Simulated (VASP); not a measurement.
Input:

```xyz
2
Lattice="0.0000 3.1950 3.1950 3.1950 0.0000 3.1950 3.1950 3.1950 0.0000" Properties=species:S:1:pos:R:3 pbc="T T T"
Ba     0.0000     0.0000     0.0000
S      3.1950     3.1950     3.1950
```

Computed with PBE GGA, VASP's PBE PAW potentials (set 64) (plane waves; VASP). Numerical set-up: LREAL = Auto, 400 eV cut-off, 7×7×7 Γ-centred mesh, Gaussian smearing of 0.050 eV, potentials Ba_sv S.

**Question.** What does the run give for the energy per atom (σ→0), pressure?

**Answer.** 
- energy per atom (σ→0) = -5093 meV/atom
- pressure = 1.38 GPa

Total energies compare only between runs with the same potentials, cut-off and functional.

The compound is BaS in the rock salt structure. The cell was not relaxed at this level. The run is one of a series of settings (LREAL = Auto against the base run), some of them coarse on purpose.
